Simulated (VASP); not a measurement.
Here is the system:

```xyz
8
Lattice="0.0000 2.9755 2.9755 2.9755 0.0000 2.9755 11.9126 11.9126 -0.0107" Properties=species:S:1:pos:R:3 pbc="T T T"
Cd    11.8300    11.8300     0.0719
Cd     2.9755     2.9755     0.0000
Cd     9.0123     9.0123     5.8651
Cd    11.9111    11.9111     5.9418
Se     1.4609     1.4609     1.5146
Se     4.5158     4.5158     1.4352
S      7.4744     7.4744     1.4520
S     10.3752    10.3752     1.5267
```

Method: PBEsol GGA, VASP's PBE PAW potentials (set 64) (plane waves; VASP). Numerical set-up: 400 eV cut-off, 7×7×2 Γ-centred mesh, tetrahedra with Blöchl corrections, potentials Cd Se S.

The cores are frozen, which limits the accuracy of field gradients.

Task: Give the principal components of the electric field gradient (V/Å²) and the asymmetry η at each nucleus.

Result: 
```
atom    Vxx    Vyy    Vzz     η
----  -----  -----  -----  ----
Cd1     5.1    5.1  -10.2  0.00
Cd2    -1.6   -1.6    3.2  0.00
Cd3    -4.2   -4.2    8.3  0.00
Cd4     2.2    2.1   -4.3  0.00
Se5   -14.1  -14.1   28.3  0.00
Se6   -12.6  -12.6   25.3  0.00
S7      5.5    5.5  -10.9  0.00
S8      4.8    4.8   -9.7  0.00
```

The structure was generated: Cd4S2Se2 was put into an ordered model structure (R3m), which need not be its known phase. It was relaxed first.
